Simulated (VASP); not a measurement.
Crystal: ScIr3C.

```xyz
5
Lattice="4.6851 0.0000 0.0000 0.0000 4.6851 0.0000 0.0000 0.0000 4.6851" Properties=species:S:1:pos:R:3 pbc="T T T"
Sc    0.0000    0.0000    0.0000
Ir    2.3426    0.0000    0.0000
Ir    0.0000    2.3426    0.0000
Ir    0.0000    0.0000    2.3426
C     2.3426    2.3426    2.3426
```

The cell comes from a database or a generator and needn't be the stable form of this composition.

Base run:

- Program: VASP 6.6.1
- Functional: PBE
- Potentials or basis: VASP PAW PBE potentials, release 64 (Sc_sv, Ir, C)
- Cutoff: 520 eV
- k mesh: 5 × 5 × 5
- Occupations: fermi-dirac, width 0.1 eV
- Spin: no spin polarisation

Its results: band gap on the k mesh none (metal or under the smearing width); pressure -0.2 GPa.

Question: The run is repeated on the same cell with these changes: k mesh from 5 × 5 × 5 to 2 × 2 × 2; further incar settings from ALGO = Normal; EDIFF = 1e-06; NBANDS = 29 to ALGO = Fast; EDIFF = 1e-07; NBANDS = 29. What comes out?

Answer: Band gap on the k mesh none (metal or under the smearing width); pressure 0.3 GPa.

Caveats: some runs use coarse meshes.

Not every run made on this cell is shown here.
